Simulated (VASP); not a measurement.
## BAs (relaxed from the zinc blende structure, space group F-43m): computed properties

Method: PBEsol GGA, VASP's PBE PAW potentials (set 64) (plane waves; VASP).

- space group: F-43m (216)
- cell: a = 4.7781 Å, b = 4.7781 Å, c = 4.7781 Å, α = 90.00°, β = 90.00°, γ = 90.00°
- volume per atom: 13.64 Å^3/atom
- band gap (over mesh and band path): 1.08 eV
- smallest direct gap (over mesh and band path): 3.24 eV
- band-edge character: indirect, Γ to Γ-X at 0.79
- density: 5.22 g/cm³

```yaml
crystal:
  lattice:
    - [0.00000, 2.38903, 2.38903]
    - [2.38903, 0.00000, 2.38903]
    - [2.38903, 2.38903, 0.00000]
  atoms:
    - { symbol: B, position: [0.00000, 0.00000, 0.00000] }
    - { symbol: As, position: [0.25000, 0.25000, 0.25000] }
```

The structure was generated: BAs was put into the zinc blende type (F-43m), which need not be its known phase. It was relaxed first, which changed the volume by +6 %. Symmetry was kept, so distortions that lower it aren't found.
